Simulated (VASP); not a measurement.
An input for Quantum ESPRESSO's pw.x (written as the equivalent of a VASP run, and not itself run):

```
&CONTROL
  calculation = 'scf'
  pseudo_dir = './pseudo'
  outdir = './out'
  tprnfor = .true.
  tstress = .true.
/
&SYSTEM
  ibrav = 0
  nat = 4
  ntyp = 2
  ecutwfc = 84
  occupations = 'smearing'
  smearing = 'fermi-dirac'
  degauss = 0.003675
  input_dft = 'pbesol'
/
&ELECTRONS
  conv_thr = 7.3e-08
  electron_maxstep = 100
/
ATOMIC_SPECIES
  Zn 65.380 Zn.upf
  O 15.999 O.upf
CELL_PARAMETERS angstrom
     1.5957500   -2.7639200    0.0000000
     1.5957500    2.7639200    0.0000000
     0.0000000    0.0000000    5.1162200
ATOMIC_POSITIONS crystal
  Zn   0.6666670  0.3333330  0.5000000
  Zn   0.3333330  0.6666670  0.0000000
  O    0.6666670  0.3333330  0.8820000
  O    0.3333330  0.6666670  0.3820000
K_POINTS automatic
  11 11 6 0 0 0
```

Q: Translate this input to VASP (INCAR, KPOINTS, POSCAR, choice of POTCAR).

A: One answer among several that fit: 
**INCAR**
```
ALGO = Normal
EDIFF = 1E-6
ENCUT = 400
GGA = PS
ISIF = 2
ISMEAR = -1
LASPH = .TRUE.
LCHARG = .FALSE.
LMAXMIX = 4
LREAL = .FALSE.
LWAVE = .FALSE.
NELM = 100
PREC = Accurate
SIGMA = 0.05
SYSTEM = ZnO
```

### KPOINTS
```
Automatic mesh
0
Gamma
11 11 6
0 0 0
```

**POSCAR**
```
ZnO
1
    1.5957500000    -2.7639200000     0.0000000000
    1.5957500000     2.7639200000     0.0000000000
    0.0000000000     0.0000000000     5.1162200000
Zn O
2 2
Direct
  0.6666670000   0.3333330000   0.5000000000
  0.3333330000   0.6666670000   0.0000000000
  0.6666670000   0.3333330000   0.8820000000
  0.3333330000   0.6666670000   0.3820000000
```

POTCAR, in this order: Zn O (PBE.64 set). Program: vasp_std.

Limits of the translation: the potentials are each code's own (VASP's PAW set, PseudoDojo norm-conserving files in pw.x), so ENCUT and ecutwfc are chosen apart and not converted; conv_thr bounds pw.x's estimated SCF error, while EDIFF bounds the energy change between steps.

The structure is a typed ZnO crystal (P6_3mc). The cell was not relaxed at this level. The run is one of a series of settings (GGA = PS against the base run), some of them coarse on purpose.
